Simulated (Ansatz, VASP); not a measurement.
# Si2Mo in two plane-wave programs, part 2 of 2

One calculation is typed for both programs; each brings its own data sets. How far apart do they land? The structure shown is the start of the Ansatz relaxation below; VASP solves that cell, so the two are compared at the walk's first step.

VASP 6.6.1 and Ansatz 0.2.0.

So far. Step 3 (VASP: single point, PBEsol, start cell, pair 1): The run ends at a pressure of 29.14 GPa, with forces up to 0.059 eV/Å.

### Step 7. VASP: single point, PBEsol, start cell, pair 2

Level of this step: PBEsol; plane waves and PAW (Si, Mo_sv) (VASP).

The same cell, functional, mesh and smearing now go to VASP, with its own data sets.

File INCAR:

```
SYSTEM = Si2Mo
PREC = Accurate
ENCUT = 400
EDIFF = 1E-06
NELM = 120
ISMEAR = 1
SIGMA = 0.2
LREAL = .FALSE.
ALGO = Normal
GGA = PS
NBANDS = 17
LASPH = .TRUE.
LORBIT = 11
LWAVE = .FALSE.
LCHARG = .FALSE.
ISIF = 2
GGA_COMPAT = .FALSE.
KPAR = 2
```

File POSCAR:

```
Si2Mo
1.0
   -1.5492350000      1.5492350000      3.8143230000
    1.5492350000     -1.5492350000      3.8143230000
    1.5492350000      1.5492350000     -3.8143230000
Si Mo
2 1
Direct
    0.3342330998      0.3342330998      0.0000000000
    0.6657670313      0.6657670313      0.0000000000
    0.0000000000      0.0000000000      0.0000000000
```

File KPOINTS:

```
Automatic mesh
0
Gamma
20 20 20
0 0 0
```

The projector-augmented-wave data sets are Si and Mo_sv (PBE family, release 64).

Command:

```console
mpirun -np 2 vasp_std
```

Numbers of over 12 decimals in the logs are rounded to 6 here.

The log of the run:

```text
[banner, memory and clock lines left out]
running    2 mpi-ranks, on    1 nodes
[...]
[... a notice as in an earlier step ...]

 LDA part: xc-table for (Slater+PW92), standard interpolation
 POSCAR, INCAR and KPOINTS ok, starting setup
[...]
entering main loop
       N       E                     dE             d eps       ncg     rms          rms(c)
DAV:   1     0.970257724726E+02    0.97026E+02   -0.99677E+03 21994   0.102E+03
DAV:   2    -0.236587302130E+02   -0.12068E+03   -0.11858E+03 27360   0.278E+02
DAV:   3    -0.257536637805E+02   -0.20949E+01   -0.20825E+01 26607   0.336E+01
DAV:   4    -0.257628753186E+02   -0.92115E-02   -0.92084E-02 27347   0.257E+00
[...]
DAV:  11    -0.248669343912E+02    0.81216E-05   -0.90116E-05 24395   0.714E-02    0.215E-02
DAV:  12    -0.248669338582E+02    0.53300E-06   -0.12776E-05 23488   0.251E-02    0.898E-03
DAV:  13    -0.248669331382E+02    0.71993E-06   -0.14135E-06 12254   0.103E-02
   1 F= -.24866933E+02 E0= -.24867046E+02  d E =0.339354E-03
```

Parts of OUTCAR (step 7):

```text
  Total        4.9765550      4.9765550      5.1630367      0.0000000      0.0000000      0.0000000
  in kB      217.7345439    217.7345439    225.8934999      0.0000000      0.0000000      0.0000000
  external PRESSURE =     220.4541959 kB  Pullay stress =       0.0000000 kB

 POSITION                                       TOTAL-FORCE (eV/Angst)
 -----------------------------------------------------------------------------------
      0.00000      0.00000      2.54975         0.000000      0.000000     -0.057656
      0.00000      0.00000      5.07890        -0.000000     -0.000000      0.057656
      0.00000      0.00000      0.00000         0.000000      0.000000     -0.000000
 -----------------------------------------------------------------------------------
    total drift:                               -0.000000     -0.000000      0.000098

  FREE ENERGIE OF THE ION-ELECTRON SYSTEM (eV)
  ---------------------------------------------------
  free  energy   TOTEN  =       -24.8669331382 eV

  energy  without entropy=      -24.8672724919  energy(sigma->0) =      -24.86704626

[... 1 part as in an earlier step ...]

[... 2 further parts left out ...]
[key lines of the parts left out:]
E-fermi :  13.6311
```

The run ends at a pressure of 22.05 GPa, with forces up to 0.058 eV/Å.

### Step 8. Differences

Forces (eV/Å; atoms numbered as in POSCAR):

```tsv
atom	Ansatz x, y, z	VASP x, y, z
Si1	0.000, 0.000, -0.051	0.000, 0.000, -0.058
Si2	0.000, 0.000, 0.051	0.000, 0.000, 0.058
Mo3	0.000, 0.000, 0.000	0.000, 0.000, 0.000
```

The forces differ by 3.1 meV/Å r.m.s., which is 11.3 % of the r.m.s. force of 0.027 eV/Å (both taken over all components).

### Step 9. Further runs

Further runs change the set-up of one program: Ansatz's method, potentials or start, or VASP's data sets, cutoff or form of LDA. The table gives that difference for each run.

```tsv
run	r.m.s. force difference (meV/Å)
as above	3.1
VASP with a cutoff of 500 eV (perhaps on Ansatz's relaxed cell)	2.8
```

### Step 10. Ansatz: relaxation, PBEsol

The two programs are compared at the cell with which this relaxation starts, whose forces are those of its first step. The cell compared in this pair holds 37.42 Å³, against 36.62 Å³ for the pair before.

The structure compared here is the start of the Ansatz relaxation; VASP solves that cell, so the two are compared at the walk's first step.

File input.yaml:

```yaml
crystal:
  lattice:
    - [-1.5611866841, 1.5611866841, 3.8378032354]
    - [1.5611866841, -1.5611866841, 3.8378032354]
    - [1.5611866841, 1.5611866841, -3.8378032354]
  atoms:
    - { symbol: Si, position: [0.3345136431, 0.3345136431, 0.0] }
    - { symbol: Si, position: [0.6654863569, 0.6654863569, 0.0] }
    - { symbol: Mo, position: [0.0, 0.0, 0.0] }
kpoints:
  mp_grid: { grid: [20, 20, 20] }
hamiltonian:
  xc: pbesol
  pseudopotentials: { kind: paw, azcp: { folder: soft_1 }, xc_functional: pbe }
scf:
  occupations: { method: methfessel_paxton, width: 0.2 }
output:
  forces: true
  stress: true
  eigenvalues: true
relax:
  adjacent_minimum: "off"
  f_tol: 0.001
  max_steps: 60
  cell: { stress_tol: 0.01, fix: [volume] }
```

Command:

```console
ansatz run input.yaml --threads 4 --pin off --max-ram 10240MiB --backend cpu --events-out ev --progress --plain --runs-dir out
```

The log of the run:

```text
[...]
Crystal: 3 atoms, lattice volume = 37.416 Å³
Basis set: ecut = 420 eV, 761 PW (Γ), FFT grids on a1+a3, a2+a3, a3, exchange–correlation on 48×48×60 points (8 copies of the dense FFT grid, shifted against one another)
Bands: 15, of which v1, the nominal top of the filled ones, is band 11 counted from 1 (10 counted from 0)
Symmetry: 16 space group operations
[...]
--- Relaxed structure (4 steps of the walk, 4 accepted, 1 SCFs on fresh bases) ---
[...]
cell:  # Å, volume = 37.4156 Å³
    - [-1.560381, 1.560381, 3.841766]
    - [1.560381, -1.560381, 3.841766]
    - [1.560381, 1.560381, -3.841766]
  atoms:
    - { symbol: Si, position: [0.334233, 0.334233, 0] }
    - { symbol: Si, position: [0.665767, 0.665767, 0] }
    - { symbol: Mo, position: [0, 0, 0] }
[key lines of the parts left out:]
SCF converged after 5 iterations
Free energy (F): -6142.190665 eV
Fermi energy:    17.253085 eV
P = ⅓ Tr σ = 15.5040 GPa (155.040 kbar)
```

### Step 11. VASP: single point, PBEsol, start cell, pair 3

The same cell, functional, mesh and smearing now go to VASP, with its own data sets.

INCAR is that of step 7.

File POSCAR:

```
Si2Mo
1.0
   -1.5611870000      1.5611870000      3.8378030000
    1.5611870000     -1.5611870000      3.8378030000
    1.5611870000      1.5611870000     -3.8378030000
Si Mo
2 1
Direct
    0.3345136527      0.3345136527      0.0000000000
    0.6654863473      0.6654863473      0.0000000000
    0.0000000000      0.0000000000      0.0000000000
```

KPOINTS is that of step 7.

Command:

```console
mpirun -np 2 vasp_std
```

The log of the run:

```text
[... set-up lines as in an earlier step ...]
 entering main loop
       N       E                     dE             d eps       ncg     rms          rms(c)
DAV:   1     0.970689098614E+02    0.97069E+02   -0.99053E+03 21962   0.102E+03
DAV:   2    -0.237544703259E+02   -0.12082E+03   -0.11882E+03 27393   0.278E+02
DAV:   3    -0.258651152793E+02   -0.21106E+01   -0.20971E+01 26562   0.337E+01
DAV:   4    -0.258750633229E+02   -0.99480E-02   -0.99425E-02 27419   0.263E+00
[...]
DAV:  11    -0.249620422010E+02    0.88954E-05   -0.10625E-04 24278   0.775E-02    0.252E-02
DAV:  12    -0.249620413263E+02    0.87472E-06   -0.16418E-05 23524   0.287E-02    0.954E-03
DAV:  13    -0.249620405742E+02    0.75216E-06   -0.15749E-06 12786   0.108E-02
   1 F= -.24962041E+02 E0= -.24962170E+02  d E =0.387809E-03
```

Parts of OUTCAR (step 11):

```text
  Total        3.5919290      3.5919290      3.7660947      0.0000000     -0.0000000     -0.0000000
  in kB      153.8104342    153.8104342    161.2684053      0.0000000     -0.0000000     -0.0000000
  external PRESSURE =     156.2964246 kB  Pullay stress =       0.0000000 kB

 POSITION                                       TOTAL-FORCE (eV/Angst)
 -----------------------------------------------------------------------------------
      0.00000      0.00000      2.56759        -0.000000     -0.000000     -0.056538
      0.00000      0.00000      5.10801         0.000000      0.000000      0.056538
      0.00000      0.00000      0.00000         0.000000      0.000000      0.000000
 -----------------------------------------------------------------------------------
    total drift:                                0.000000     -0.000000     -0.000000

  FREE ENERGIE OF THE ION-ELECTRON SYSTEM (eV)
  ---------------------------------------------------
  free  energy   TOTEN  =       -24.9620405742 eV

  energy  without entropy=      -24.9624283836  energy(sigma->0) =      -24.96216984

[... 1 part as in an earlier step ...]

[... 2 further parts left out ...]
[key lines of the parts left out:]
E-fermi :  13.2865
```

The run ends at a pressure of 15.63 GPa, with forces up to 0.057 eV/Å.

### Step 12. Side by side

Forces (eV/Å; atoms numbered as in POSCAR):

```tsv
atom	Ansatz x, y, z	VASP x, y, z
Si1	0.000, 0.000, -0.051	0.000, 0.000, -0.057
Si2	0.000, 0.000, 0.051	0.000, 0.000, 0.057
Mo3	0.000, 0.000, 0.000	0.000, 0.000, 0.000
```

The forces differ by 2.8 meV/Å r.m.s., which is 10.5 % of the r.m.s. force of 0.027 eV/Å (both taken over all components).

### Step 13. What the set-up changes

Further runs change the set-up of one program: Ansatz's method, potentials or start, or VASP's data sets, cutoff or form of LDA. The table gives that difference for each run.

```tsv
run	r.m.s. force difference (meV/Å)
as above	2.8
VASP with a cutoff of 500 eV (perhaps on Ansatz's relaxed cell)	2.6
```

### Step 14. Results

| Item | Value |
| --- | --- |
| r.m.s. force difference (single point, PBEsol, start cell, pair 1) | 3.6 meV/Å |
| r.m.s. force difference (single point, PBEsol, start cell, pair 2) | 3.1 meV/Å |
| r.m.s. force difference (single point, PBEsol, start cell, pair 3) | 2.8 meV/Å |

**Reading.** The r.m.s. force difference is 3.6 meV/Å (single point, PBEsol, start cell, pair 1), within the 12 meV/Å picked in this series as the mark of a large difference. 8 further runs of this series are not shown here. Such differences can come from data sets, numerical settings and the points named under the comparisons, not from the functional's error against experiment.

[Lines on the potential files, build, host, timing and source positions are cut from VASP's logs without a mark.]

[Logs are printed without paths, hosts, clocks, repeated set-up lines and the standing remarks that a program may print on its own settings, such as how far it seeks lower states.]

[Hosts, paths, dates, database ids (printed as entryN), source tags and the programs' standing remarks are cut or masked in the printed files.]

[Rows of further runs with another cutoff or data set may stand on the cell that Ansatz relaxed, not on the start cell of the pair above them.]
